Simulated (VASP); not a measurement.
# SiB (P6mm) in VASP: relaxation of cell and atoms with PBE

Aim: the relaxation of cell and atoms of SiB with PBE.

Everything below comes from runs of VASP 6.6.1. Logs are shortened: lines on timing, memory, paths and dates and some standing lists are left out, and cuts for length are marked.

## (1) Starting point

It takes space group P6mm (No. 183, hexagonal). Conventional cell: a = 2.415 Å, b = 2.415 Å, c = 5.391 Å, α = 90.00°, β = 90.00°, γ = 120.00°. Si (site symmetry 6mm) is surrounded by 6 Si at 2.41 Å and 1 B at 2.55 Å. B (site symmetry 6mm) has 6 B at 2.41 Å and 1 Si at 2.55 Å as nearest neighbours.

The cell was built by a generator and needn't be a form met in nature.

## (2) Relaxation of cell and atoms, PBE

Input file INCAR:

```
ALGO = Fast
EDIFF = 1E-4
EDIFFG = -0.08
ENCUT = 520
GGA = PE
IBRION = 2
ISIF = 3
ISMEAR = 0
LASPH = True
LCHARG = False
LREAL = False
LWAVE = False
NELM = 60
NSW = 24
PREC = Normal
SIGMA = 0.15
```

Input file KPOINTS:

```
k-points
0
Gamma
  10 10 4
```

Input file POSCAR:

```
SiB
1.0
    2.4148747900      0.0000000000      0.0000000000
   -1.2074374000      2.0913429200      0.0000000000
    0.0000000000      0.0000000000      5.3906871100
Si B
1 1
Direct
    0.0000000000      0.0000000000      0.2354693200
    0.0000000000      0.0000000000      0.7093564900
```

Potentials or basis: VASP PAW PBE potentials, release 64 (Si, B).

Started as:

```console
> cat potpaw_PBE.64/Si/POTCAR potpaw_PBE.64/B/POTCAR > POTCAR
> mpirun -np 1 vasp_std > vasp.out
```

OUTCAR:

```text
EDIFF = 1E-4
   EDIFFG = -0.08
   ENCUT = 520
   GGA = PE
   IBRION = 2
   ISIF = 3
   ISMEAR = 0
   LASPH = True
   LREAL = False
   NELM = 60
   NSW = 24
   PREC = Normal

 ion  position               nearest neighbor table
   1  0.000  0.000  0.235-   2 2.55
   2  0.000  0.000  0.709-   1 2.55

  LATTYP: Found a hexagonal cell.
 ALAT       =     2.4148747900
 C/A-ratio  =     2.2322843123

  Lattice vectors:

 A1 = (   2.4148747900,   0.0000000000,   0.0000000000)
 A2 = (  -1.2074374000,   2.0913429200,   0.0000000000)
 A3 = (   0.0000000000,   0.0000000000,   5.3906871100)

Analysis of symmetry for initial positions (statically):
=====================================================================
 Subroutine PRICEL returns:
 Original cell was already a primitive cell.

 Routine SETGRP: Setting up the symmetry group for a
 hexagonal supercell.

 Subroutine GETGRP returns: Found 12 space group operations
 (whereof 12 operations were pure point group operations)
 out of a pool of 24 trial point group operations.

The static configuration has the point symmetry C_6v.

Analysis of symmetry for dynamics (positions and initial velocities):
=====================================================================
 Subroutine PRICEL returns:
 Original cell was already a primitive cell.

 Routine SETGRP: Setting up the symmetry group for a
 hexagonal supercell.

 Subroutine GETGRP returns: Found 12 space group operations
 (whereof 12 operations were pure point group operations)
 out of a pool of 24 trial point group operations.

The dynamic configuration has the point symmetry C_6v.

 Subroutine INISYM returns: Found 12 space group operations
 (whereof 12 operations are pure point group operations),
 and found     1 'primitive' translations

----------------------------------------------------------------------------------------

                                     Primitive cell

  volume of cell :      27.2248

  direct lattice vectors                    reciprocal lattice vectors
     2.414874790  0.000000000  0.000000000     0.414100145  0.239080830  0.000000000
    -1.207437400  2.091342920  0.000000000     0.000000000  0.478161659  0.000000000
     0.000000000  0.000000000  5.390687110     0.000000000  0.000000000  0.185505109

  length of vectors
     2.414874790  2.414874797  5.390687110     0.478161660  0.478161659  0.185505109

  position of ions in fractional coordinates (direct lattice)
     0.000000000  0.000000000  0.235469320
     0.000000000  0.000000000  0.709356490

  ion indices of the primitive-cell ions
   primitive index   ion index
                 1           1
                 2           2

----------------------------------------------------------------------------------------

 KPOINTS: k-points

Automatic generation of k-mesh.
 Grid dimensions read from file:
 generate k-points for:   10   10    4

 Generating k-lattice:

  Cartesian coordinates                     Fractional coordinates (reciprocal lattice)
     0.041410014  0.023908083  0.000000000     0.100000000  0.000000000  0.000000000
     0.000000000  0.047816166  0.000000000     0.000000000  0.100000000  0.000000000
     0.000000000  0.000000000  0.046376277     0.000000000  0.000000000  0.250000000

  Length of vectors
     0.047816166  0.047816166  0.046376277

  Shift w.r.t. Gamma in fractional coordinates (k-lattice)
     0.000000000  0.000000000  0.000000000

 Subroutine IBZKPT returns following result:
 ===========================================

 Found     42 irreducible k-points:

 Following reciprocal coordinates:
            Coordinates               Weight
  0.000000  0.000000  0.000000      1.000000
  0.100000  0.000000  0.000000      6.000000
  0.200000  0.000000  0.000000      6.000000
  0.300000 -0.000000  0.000000      6.000000
  0.400000  0.000000  0.000000      6.000000
  0.500000  0.000000  0.000000      3.000000
[... 16 lines left out ...]
  0.300000  0.100000  0.250000     24.000000
  0.400000  0.100000  0.250000     24.000000
 [... further k-points ...]
   k-points           NKPTS =     42   k-points in BZ     NKDIM =     42   number of bands    NBANDS=      7
   number of dos      NEDOS =    301   number of ions     NIONS =      2
   total plane-waves  NPLWV =   5880
   dimension x,y,z NGX =    14 NGY =   14 NGZ =   30
   dimension x,y,z NGXF=    28 NGYF=   28 NGZF=   60
   ions per type =               1   1
   NGX,Y,Z   is equivalent  to a cutoff of   9.64,  9.64,  9.25 a.u.
   NGXF,Y,Z  is equivalent  to a cutoff of  19.28, 19.28, 18.50 a.u.
 SYSTEM =  unknown system
   PREC   = normal    normal or accurate (medium, high low for compatibility)
   ISTART =      0    job   : 0-new  1-cont  2-samecut
   ICHARG =      2    charge: 1-file 2-atom 10-const
   ISPIN  =      1    spin polarized calculation?
   LNONCOLLINEAR =      F non collinear calculations
   LSORBIT =      F    spin-orbit coupling
   LASPH  =      T    aspherical Exc in radial PAW
   ENCUT  =  520.0 eV  38.22 Ry    6.18 a.u.   4.49  4.49 10.02*2*pi/ulx,y,z
   NELM   =     60;   NELMIN=  2; NELMDL= -5     # of ELM steps
   EDIFF  = 0.1E-03   stopping-criterion for ELM
   LREAL  =      F    real-space projection
   EDIFFG = -.8E-01   stopping-criterion for IOM
   NSW    =     24    number of steps for IOM
   IBRION =      2    ionic relax: 0-MD 1-quasi-New 2-CG
   NFREE  =      1    steps in history (QN), initial steepest desc. (CG)
   ISIF   =      3    stress and relaxation
   ISYM   =      2    0-nonsym 1-usesym 2-fastsym
   POTIM  = 0.5000    time-step for ionic-motion
   TEBEG  =    0.0;   TEEND  =   0.0 temperature during run
   PSTRESS=    0.0 pullay stress
   NELECT =       7.0000    total number of electrons
   NUPDOWN=      -1.0000    fix difference up-down
   EMIN   =  10.00;   EMAX   =-10.00  energy-range for DOS
   EFERMI =   0.00;   METHOD = LEGACY
   ISMEAR =     0;   SIGMA  =   0.15  broadening in eV -4-tet -1-fermi 0-gaus
   EFERMI_NEDOS =   21; number of points for ismear=-14 and -15
   IALGO  =     68    algorithm
   IMIX   =      4    mixing-type and parameters
     AMIX     =   0.40;   BMIX     =  1.00
     AMIX_MAG =   1.60;   BMIX_MAG =  1.00
  volume/ion in A,a.u.               =      13.61        91.86
  Fermi-wavevector in a.u.,A,eV,Ry     =   1.041005  1.967214 14.744519  1.083692
  Thomas-Fermi vector in A             =   2.175606
   LORBIT       =      0    0 simple, 1 ext, 2 COOP (PROOUT), +10 PAW based schemes
   GGA     = PE    functional components
   LHFCALC =     F    Hartree Fock is set to
   AEXX    =    0.0000 exact exchange contribution
   IVDW    =     0    specifies the selected vdW correction
   LEPSILON=     F    determine dielectric tensor
   LRPA    =     F    only Hartree local field effects (RPA)
 conjugate gradient relaxation of ions
 non-spin polarized calculation
 RMM-DIIS sequential band-by-band and
 Gauss-broadening in eV      SIGMA  =   0.15
  energy-cutoff  :      520.00
  volume of cell :       27.22
 maximum number of plane-waves:       752
   NGX =  9   NGY =  9   NGZ = 21

--------------------------------------- Ionic step        1  -------------------------------------------

 number of electron       6.9999997 magnetization

 Free energy of the ion-electron system (eV)
  ---------------------------------------------------
  ext. energy  EPLUGINS =         0.00000000
  ---------------------------------------------------
  free energy    TOTEN  =        -8.97008890 eV

  energy without entropy =       -8.96071896  energy(sigma->0) =       -8.96540393

------------------------ aborting loop because EDIFF is reached ----------------------------------------

  FORCE on cell =-STRESS in cart. coord.  units (eV):
  Direction    XX          YY          ZZ          XY          YZ          ZX
  --------------------------------------------------------------------------------------
  -------------------------------------------------------------------------------------
  Total       -0.8397621     -0.8397621     -4.6580542      0.0000000      0.0000000      0.0000000
  in kB      -49.4200125    -49.4200127   -274.1265648      0.0000001      0.0000000      0.0000000
  external PRESSURE =    -124.3221967 kB  Pullay stress =       0.0000000 kB
[... 89 lines left out ...]
  FREE ENERGIE OF THE ION-ELECTRON SYSTEM (eV)
  ---------------------------------------------------
  free  energy   TOTEN  =        -4.4835758830 eV

  energy  without entropy=       -4.4710688521  energy(sigma->0) =       -4.47732237

 E-fermi :  10.4570     XC(G=0): -12.1209

 val. band max:       10.4323770471   @ k =   0.4000   0.2000   0.2500
 cond. band min:      10.5771329650   @ k =   0.3000   0.2000   0.0000
 fundamental gap:      0.1447559180
 Fermi energy:        10.4569704279

 k-point     1 :       0.0000    0.0000    0.0000
  band No.  band energies     occupation
      1      -5.6996      2.00000
      2       2.4778      2.00000
      3       3.4048      2.00000
      4      21.1208      0.00000
      5      21.1208      0.00000
      6      23.0021      0.00000
      7      26.6052      0.00000
[... 221 lines left out ...]
 k-point    24 :       0.4000    0.1000    0.2500
  band No.  band energies     occupation
      1       1.8660      2.00000
      2       5.1786      2.00000
      3       6.2333      2.00000
      4       8.9601      2.00000
      5      13.1917      0.00000
      6      15.2787      0.00000
      7      17.6679      0.00000

 [... further k-points ...]

[... ionic steps 4 to 9 ...]

--------------------------------------- Ionic step       10  -------------------------------------------

 number of electron       7.0000000 magnetization

------------------------ aborting loop because EDIFF is reached ----------------------------------------

  FORCE on cell =-STRESS in cart. coord.  units (eV):
  Direction    XX          YY          ZZ          XY          YZ          ZX
  --------------------------------------------------------------------------------------
  -------------------------------------------------------------------------------------
  Total        0.0628419      0.0628419      0.4450416     -0.0000000     -0.0000000      0.0000000
  in kB        4.5243920      4.5243920     32.0414264     -0.0000000     -0.0000000      0.0000000
  external PRESSURE =      13.6967368 kB  Pullay stress =       0.0000000 kB
[... 57 lines left out ...]
  energy  without entropy=       -9.9351302947  energy(sigma->0) =       -9.94323146

--------------------------------------- Ionic step       12  -------------------------------------------

 number of electron       7.0000000 magnetization

 Free energy of the ion-electron system (eV)
  ---------------------------------------------------
  ext. energy  EPLUGINS =         0.00000000
  ---------------------------------------------------
  free energy    TOTEN  =        -9.95479499 eV

  energy without entropy =       -9.93830816  energy(sigma->0) =       -9.94655158

 E-fermi :   8.1417     XC(G=0): -11.3293

 val. band max:        8.1235229316   @ k =   0.3000  -0.0000   0.0000
 cond. band min:       8.1557926557   @ k =   0.3000   0.2000   0.0000
 fundamental gap:      0.0322697242
 Fermi energy:         8.1417394258

 k-point     1 :       0.0000    0.0000    0.0000
  band No.  band energies     occupation
      1      -6.1941      2.00000
      2       1.4353      2.00000
      3       1.6870      2.00000
      4      16.9929      0.00000
      5      16.9929      0.00000
      6      20.0034      0.00000
      7      22.1097      0.00000
[... 221 lines left out ...]
 k-point    24 :       0.4000    0.1000    0.2500
  band No.  band energies     occupation
      1       0.4971      2.00000
      2       3.3768      2.00000
      3       4.2302      2.00000
      4       6.7833      2.00000
      5      10.5428      0.00000
      6      12.2240      0.00000
      7      15.0360      0.00000

 [... further k-points ...]

------------------------ aborting loop because EDIFF is reached ----------------------------------------

  FORCE on cell =-STRESS in cart. coord.  units (eV):
  Direction    XX          YY          ZZ          XY          YZ          ZX
  --------------------------------------------------------------------------------------
  -------------------------------------------------------------------------------------
  Total        0.0134129      0.0134129     -0.0349541     -0.0000000     -0.0000000      0.0000000
  in kB        0.9614360      0.9614360     -2.5055080     -0.0000000     -0.0000000      0.0000000
  external PRESSURE =      -0.1942120 kB  Pullay stress =       0.0000000 kB
[... 17 lines left out ...]
  FREE ENERGIE OF THE ION-ELECTRON SYSTEM (eV)
  ---------------------------------------------------
  free  energy   TOTEN  =        -9.9547949884 eV

  energy  without entropy=       -9.9383081627  energy(sigma->0) =       -9.94655158

 reached required accuracy - stopping structural energy minimisation
```

Run time: 18 s. Hardware: 1 thread of AMD EPYC 7R13 (Zen 3), shared host; peak memory 0.09 GiB.

Results:

```yaml
Free_energy: -9.9548 eV
Relaxed_volume: 11.18 Å³/atom
Relaxed_cell: a = 2.470 Å, b = 2.470 Å, c = 4.229 Å, α = 90.00°, β = 90.00°, γ = 120.00°
Space_group_after_relaxing_to_0.05_Å: P6/mmm (No. 191)
Energy_gained_by_relaxing: 492.4 meV/atom
Ionic_steps: 12
Pressure_after_relaxing: 0.0 GPa
Largest_force_after_relaxing: 0.021 eV/Å
Band_gap_on_the_k_mesh: none (metal or under the smearing width)
```

Forces in eV/Å, atoms in the order of the input:
```
Si   0.000  0.000 -0.021
B    0.000  0.000  0.021
```

The path:
```tsv
step	energy change (eV)	largest force (eV/Å)	pressure (GPa)	volume (Å³)
1	0.0000	0.4231	-12.43	27.22
2	-0.5387	0.0597	-3.82	23.20
3	4.4865	16.9297	210.66	14.58
4	-0.6213	0.2190	-1.36	22.54
5	-0.2932	3.6710	47.11	18.40
6	-0.7121	0.6865	4.62	21.53
7	-0.7316	1.1770	10.83	20.82
8	-0.7681	1.4981	23.04	20.14
9	-0.8294	1.6381	15.83	20.46
10	-0.9795	0.3289	1.37	22.25
11	-0.9812	0.1539	2.38	22.06
12	-0.9847	0.0209	-0.02	22.35
```

Final structure:
```cif
data_structure
_symmetry_space_group_name_H-M 'P 1'
_symmetry_Int_Tables_number 1
_cell_length_a 2.4703
_cell_length_b 2.4703
_cell_length_c 4.2294
_cell_angle_alpha 90.000
_cell_angle_beta 90.000
_cell_angle_gamma 120.000
_cell_volume 22.35
loop_
_atom_site_label
_atom_site_type_symbol
_atom_site_fract_x
_atom_site_fract_y
_atom_site_fract_z
_atom_site_occupancy
Si1 Si 0.00000 0.00000 0.22258 1
B1 B 0.00000 0.00000 0.72224 1
```

Levels at points of the mesh, in eV from the Fermi level:
```tsv
k point	band 1	band 2	band 3	band 4	band 5	band 6	band 7
(0.00, 0.00, 0.00)	-14.34	-6.71	-6.45	8.85	8.85	11.86	13.97
(0.50, 0.00, 0.00)	-6.96	-6.77	-1.75	-0.75	1.13	4.05	5.26
(0.00, 0.00, 0.50)	-13.34	-11.13	0.80	3.50	9.05	9.05	14.90
(0.50, 0.00, 0.50)	-5.88	-5.62	-4.66	-3.90	4.61	5.99	8.40
```

Caveat: the volume moved by over 15 % at a fixed basis, so the end points are rough; the relaxation stopped at a loose force limit of 0.08 eV/Å, so its end isn't a converged minimum.
